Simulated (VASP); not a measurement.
```yaml
crystal:
  lattice:
    - [4.05960, 0.00000, 0.00000]
    - [0.00000, 4.05960, 0.00000]
    - [0.00000, 0.00000, 5.12040]
  atoms:
    - { symbol: Pb, position: [0.50000, 0.00000, 0.76500] }
    - { symbol: Pb, position: [0.00000, 0.50000, 0.23500] }
    - { symbol: O, position: [0.50000, 0.50000, 0.00000] }
    - { symbol: O, position: [0.00000, 0.00000, 0.00000] }
```

All values below come from PBE GGA, VASP's PBE PAW potentials (set 64) (plane waves; VASP). Run with 800 eV cut-off, 5×5×4 Γ-centred mesh, Gaussian smearing of 0.050 eV, potentials Pb_d O.

Which forces act on the atoms, in eV/Å?

```json
[
 {"atom": "Pb1", "Fx": "0.000", "Fy": "0.000", "Fz": "0.306"},
 {"atom": "Pb2", "Fx": "0.000", "Fy": "0.000", "Fz": "-0.306"},
 {"atom": "O3", "Fx": "0.000", "Fy": "0.000", "Fz": "0.000"},
 {"atom": "O4", "Fx": "0.000", "Fy": "0.000", "Fz": "0.000"}
]
```

Give the stress tensor in GPa (positive for a compressed cell).

```
-0.13   0.00   0.00
 0.00  -0.13   0.00
 0.00   0.00  -0.15
```
The pressure is its mean diagonal, -0.13 GPa.

The compound is PbO in the litharge structure. The cell was not relaxed at this level. The run is one of a series of settings (ENCUT = 800 against the base run), some of them coarse on purpose.
